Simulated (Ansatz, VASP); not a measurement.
Given: the input of a run of VASP 6.6.1 on AlSn.

File INCAR:

```
SYSTEM = AlSn
ALGO     = Normal         ! electronic algorithm
EDIFF    = 1E-7           ! SCF threshold, eV
ENCUT    = 520            ! plane-wave cutoff, eV
GGA      = PE             ! functional
ISIF     = 2              ! what is computed and relaxed
ISMEAR   = -1             ! smearing method
LASPH    = .True.         ! aspherical terms in the spheres
LCHARG   = .False.        ! write CHGCAR
LREAL    = .False.        ! projectors in reciprocal space
LWAVE    = .False.        ! write WAVECAR
NBANDS   = 16             ! bands
NELM     = 80             ! most SCF steps
PREC     = Accurate       ! precision mode
SIGMA    = 0.05           ! smearing width, eV
```

KPOINTS

```
k-points
0
Gamma
  7 7 8
  0 0 0
```

Contents of POSCAR:

```
AlSn
1.0
    4.2804423157      0.0000000000      0.0000000000
   -2.1402211578      3.7069717847      0.0000000000
    0.0000000000      0.0000000000      3.3717036030
Sn Al
1 1
Direct
    0.3333333333      0.6666666667      0.5000000000
    0.0000000000      0.0000000000      0.0000000000
```

Potentials or basis: VASP PAW PBE potentials, release 64 (Sn_d, Al).

The run is started by

```bash
$ cat potpaw_PBE.64/Sn_d/POTCAR potpaw_PBE.64/Al/POTCAR > POTCAR
$ mpirun -np 1 vasp_std > vasp.out
```

Q: Translate it to Ansatz 0.2.0. Potentials there: Ansatz PAW.

A: As run (the cutoff follows the program's own potentials):

Contents of input.yaml:

```yaml
crystal:
  lattice:
    - [4.2804423157, 0.0, 0.0]
    - [-2.1402211578, 3.7069717847, 0.0]
    - [0.0, 0.0, 3.371703603]
  atoms:
    - { symbol: Sn, position: [0.3333333333, 0.6666666667, 0.5] }
    - { symbol: Al, position: [0.0, 0.0, 0.0] }
hamiltonian:
  xc: pbe
  pseudopotentials: { kind: paw }
kpoints:
  mp_grid: { grid: [7, 7, 8] }
scf:
  occupations: { method: fermi_dirac, width: 0.05 }
output:
  forces: true
  stress: true
  eigenvalues: true
```

Potentials or basis: Ansatz PAW.

Launch:

```console
$ ansatz run input.yaml --threads 2 --pin off --max-ram 5120MiB --backend cpu --events-out ev --progress --plain --runs-dir out
```

Both were run:

|  | VASP | Ansatz | Ansatz less VASP |
| --- | --- | --- | --- |
| gap on the k mesh at the Fermi level (eV) | none | none | - |
| pressure (GPa) | -2.4 | -2.3 | +0.04 |
| largest component of the traceless stress (GPa) | 0.29 | 0.29 | -0.003 |

A gap of «none» marks a metal or a gap that the smearing closes.
